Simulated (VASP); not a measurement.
VASP runs on Y2Au (space group Fd-3m) share one base input (PBE GGA, plane waves, VASP's PBE PAW potentials (set 64)) and change the settings named in each case.

POSCAR:
```
Y2Au
1
    0.0000000000     4.7824200000     4.7824200000
    4.7824200000     0.0000000000     4.7824200000
    4.7824200000     4.7824200000     0.0000000000
Y Au
4 2
Direct
  0.1250000000   0.1250000000   0.1250000000
  0.6250000000   0.1250000000   0.1250000000
  0.1250000000   0.6250000000   0.1250000000
  0.1250000000   0.1250000000   0.6250000000
  0.7500000000   0.7500000000   0.7500000000
  0.5000000000   0.5000000000   0.5000000000
```

INCAR:
```
ISMEAR=0   # Gaussian
NELM=100
LREAL=.False.   # projection in real space or not
ALGO=Normal   # blocked Davidson
LWAVE=.False.
ENCUT=300
GGA=PE
LASPH=.True.   # aspherical one-centre terms
EDIFF=1E-6   # SCF stop (eV)
SIGMA=0.1   # width (eV)
LCHARG=.False.
LMAXMIX=6
ISIF=2   # forces and stress, cell fixed
PREC=Accurate
SYSTEM=Y2Au
```

File KPOINTS:
```
Automatic
0
gamma
 3 3 3
0 0 0
```

POTCAR, in this order: Y_sv Au (PBE.64 set). Program: vasp_std.

```tsv
change	E(σ→0) (eV/atom)	pressure (GPa)	−TS (eV)
base run	-4.8168	-6.66	-0.0542
GGA = PS	-5.1409	-8.31	-0.0542
GGA_COMPAT = .FALSE., LNONCOLLINEAR = .TRUE., LSORBIT = .TRUE., MAGMOM = 0.0 0.0 0.0 0.0 0.0 0.0 0.0 0.0 0.0 0.0 0.0 0.0 0.0 0.0 0.0 0.0 0.0 0.0, program vasp_ncl	-4.9299	-6.83	-0.0499
KPOINTS 6×6×6 Γ-centred mesh	-4.8102	-6.43	-0.0462
```
 Energies of different potentials or functionals have different zeros.  Unless said otherwise, spin-orbit coupling is left out, though it shifts the bands of the heavy elements here. At 300 eV the pressure can carry a Pulay error.

Left out are runs that ran out of time, are held back, or changed the cell or the kind of run, fixed moments of cells without a moment, rows past the twelfth, gaps on odd meshes, pressures of charged cells and columns that move by less than the noise.

The structure was generated: Y2Au was put into an ordered model structure, which need not be its known phase. The cell was not relaxed at this level, its lattice was scaled by up to 2.5 %.
